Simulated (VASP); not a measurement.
Data:

```
CELL_PARAMETERS angstrom
      1.37246    -2.37717     0.00000
      1.37246     2.37717     0.00000
      0.00000     0.00000     4.39742
ATOMIC_POSITIONS crystal
  Tc 0.33333 0.66667 0.25000
  Tc 0.66667 0.33333 0.75000
```

These are PBE GGA, VASP's PBE PAW potentials (set 64) (plane waves; VASP 6.6.1) values and carry that method's errors. Numerical set-up: 400 eV cut-off, 17×17×9 Γ-centred mesh, tetrahedra with Blöchl corrections, potentials Tc_pv.

The job: Tc (hcp), 2 atoms, PBE, static run, 400 eV, 17×17×9 Γ-centred mesh. Roughly how much core time does it take on a busy server core?

About 20 core-seconds (one run on a shared machine, a rough figure). It had 165 irreducible k-points, 17 bands, up to 543 plane waves and 14 electronic steps.

The compound is Tc in the hcp structure. It was relaxed first.
